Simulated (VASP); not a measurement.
Input of a VASP 6.6.1 run:

File INCAR:

```
PREC = Accurate ; ENCUT = 600
EDIFF = 1E-6 ; ISMEAR = 1
SIGMA = 0.1 ; LREAL = F
LASPH = T ; NELM = 80
ALGO = Normal ; ISIF = 3
LWAVE = F ; LCHARG = F
IBRION = 2 ; NSW = 90
EDIFFG = -0.01
```

KPOINTS

```
Automatic mesh
0
Gamma
  18 18 18
```

POSCAR

```
Cu
1.0
    0.0000000000      1.8075000000      1.8075000000
    1.8075000000      0.0000000000      1.8075000000
    1.8075000000      1.8075000000      0.0000000000
Cu
1
Direct
    0.0000000000      0.0000000000      0.0000000000
```

Potentials or basis: VASP PAW LDA potentials, release 64 (Cu).

Launch:

```console
$ cat potpaw_LDA.64/Cu/POTCAR > POTCAR
$ mpirun -np 1 vasp_std > vasp.out
```

Predict the relaxed volume.

10.95 Å³/atom.

Estimate the band gap on the k mesh.

none (metal or under the smearing width).

Estimate the space group after relaxing (to 0.05 Å).

Fm-3m (No. 225).

The path:
| step | energy change (eV) | largest force (eV/Å) | pressure (GPa) | volume (Å³) |
| --- | --- | --- | --- | --- |
| 1 | 0.0000 | 0.0000 | -11.54 | 11.81 |
| 2 | -0.0176 | 0.0000 | 10.19 | 10.42 |
| 3 | -0.0336 | 0.0000 | -0.10 | 10.95 |

LDA usually gives volumes a few per cent too small. Zero-point motion and thermal expansion aren't in these numbers.
